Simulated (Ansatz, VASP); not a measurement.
## Zr2TiN3: VASP beside Ansatz

The input INCAR:

```
ALGO = Normal
EDIFF = 1E-6
ENCUT = 520
GGA = PE
ISIF = 2
ISMEAR = 0
LASPH = T
LCHARG = F
LREAL = F
LWAVE = F
NBANDS = 63
NELM = 100
PREC = Accurate
SIGMA = 0.2
```

KPOINTS

```
k-points
0
Gamma
  6 6 2
```

File POSCAR:

```
Zr2TiN3
1.0
    3.1783115487      0.0000000000      0.0000000000
   -1.5891557743      2.7524985423      0.0000000000
    0.0000000000      0.0000000000     15.4964950099
Zr Ti N
4 2 6
Direct
    0.6666666667      0.3333333333      0.4125354632
    0.6666666667      0.3333333333      0.9125354632
    0.3333333333      0.6666666667      0.0874645368
    0.3333333333      0.6666666667      0.5874645368
    0.0000000000      0.0000000000      0.2500000000
    0.0000000000      0.0000000000      0.7500000000
    0.3333333333      0.6666666667      0.3263923500
    0.3333333333      0.6666666667      0.8263923500
    0.6666666667      0.3333333333      0.1736076500
    0.6666666667      0.3333333333      0.6736076500
    0.0000000000      0.0000000000      0.5000000000
    0.0000000000      0.0000000000      0.0000000000
```

Input for Ansatz:

```yaml
crystal:
  lattice:
    - [3.1783115487, 0.0, 0.0]
    - [-1.5891557743, 2.7524985423, 0.0]
    - [0.0, 0.0, 15.4964950099]
  atoms:
    - { symbol: Zr, position: [0.6666666667, 0.3333333333, 0.4125354632] }
    - { symbol: Zr, position: [0.6666666667, 0.3333333333, 0.9125354632] }
    - { symbol: Zr, position: [0.3333333333, 0.6666666667, 0.0874645368] }
    - { symbol: Zr, position: [0.3333333333, 0.6666666667, 0.5874645368] }
    - { symbol: Ti, position: [0.0, 0.0, 0.25] }
    - { symbol: Ti, position: [0.0, 0.0, 0.75] }
    - { symbol: "N", position: [0.3333333333, 0.6666666667, 0.32639235] }
    - { symbol: "N", position: [0.3333333333, 0.6666666667, 0.82639235] }
    - { symbol: "N", position: [0.6666666667, 0.3333333333, 0.17360765] }
    - { symbol: "N", position: [0.6666666667, 0.3333333333, 0.67360765] }
    - { symbol: "N", position: [0.0, 0.0, 0.5] }
    - { symbol: "N", position: [0.0, 0.0, 0.0] }
basis:
  ecutwfc: 420
kpoints:
  mp_grid: { grid: [6, 6, 2] }
hamiltonian:
  xc: pbe
scf:
  occupations: { method: gaussian, width: 0.2 }
  lower_state_search: "off"
output:
  forces: true
  stress: true
  eigenvalues: true
```

Alike in both runs: task single point; functional PBE; k mesh 6 × 6 × 2; occupations gaussian, width 0.2 eV; no spin polarisation.

```csv
,VASP,Ansatz
version,VASP 6.6.1,Ansatz 0.2.0
potentials or method,"VASP PAW PBE potentials, release 64 (Zr_sv, Ti_sv, N)","scalar-relativistic, plane waves, PAW"
plane-wave cutoff (eV),520,420
valence electrons in the cell,102,102
```

|  | VASP | Ansatz | Ansatz less VASP |
| --- | --- | --- | --- |
| gap on the k mesh at the Fermi level (eV) | none | none | - |
| pressure (GPa) | 0.2 | -0.1 | -0.30 |
| largest component of the traceless stress (GPa) | 1.16 | 1.18 | +0.026 |
| rms of the force components (eV/Å) | 0.016 | 0.017 | +0.0010 |

Atom by atom the forces differ by 0.004 eV/Å (rms over components). A gap of «none» marks a metal or a gap that the smearing closes. With one functional, cell and mesh, what is left measures potentials, basis and numerics.

Caveats: the k mesh is coarse (spacing up to 0.38 Å⁻¹), so the values aren't converged.
